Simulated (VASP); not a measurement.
Input:

```
CELL_PARAMETERS angstrom
      4.32680     0.00000     0.00000
      0.00000     4.32680     0.00000
      0.00000     0.00000     4.32680
ATOMIC_POSITIONS crystal
  Cs 0.00000 0.00000 0.00000
  Br 0.50000 0.50000 0.50000
```

These are r2SCAN meta-GGA, VASP's PBE PAW potentials (set 64) (plane waves; VASP) values and carry that method's errors. Settings: 520 eV cut-off, 7×7×7 Γ-centred mesh, tetrahedra with Blöchl corrections, potentials Cs_sv Br.

Unless said otherwise, spin-orbit coupling is left out, though it shifts the bands of the heavy elements here.

What does the run give for the energy per atom (σ→0), band gap (over mesh and band path) with the smallest direct gap where there is one?

```
Quantity                                                 Value
---------------------------------------------  ---------------
band gap (over mesh and band path)                     5.16 eV
smallest direct gap (over mesh and band path)          5.17 eV
energy per atom (σ→0)                          -21.163 eV/atom
```

The compound is CsBr in the CsCl type structure. It was relaxed first.
